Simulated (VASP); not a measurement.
Here is the system:

```
Pt3Ti
1.0
    3.96917     0.00000     0.00000
    0.00000     3.96917     0.00000
    0.00000     0.00000     3.96917
Ti Pt
1 3
Direct
  0.00000   0.00000   0.00000
  0.00000   0.50000   0.50000
  0.50000   0.00000   0.50000
  0.50000   0.50000   0.00000
```

Calculation: RPBE GGA, VASP's PBE PAW potentials (set 64) (plane waves; VASP 6.6.1). Numerical set-up: 520 eV cut-off, 9×9×9 Γ-centred mesh, tetrahedra with Blöchl corrections, potentials Ti_sv Pt.

Unless said otherwise, spin-orbit coupling is left out, though it shifts the bands of the heavy elements here.

Predict the energy per atom (σ→0), band gap (on the k-mesh) with the smallest direct gap where there is one.

```json
{
 "band gap (on the k-mesh)": "none (metal, semimetal or under 0.01 eV)",
 "energy per atom (σ→0)": "-6.797 eV/atom"
}
```

Only differences to runs with the same potentials and settings are physical.

The compound is Pt3Ti in the L1_2 structure. It was relaxed first.
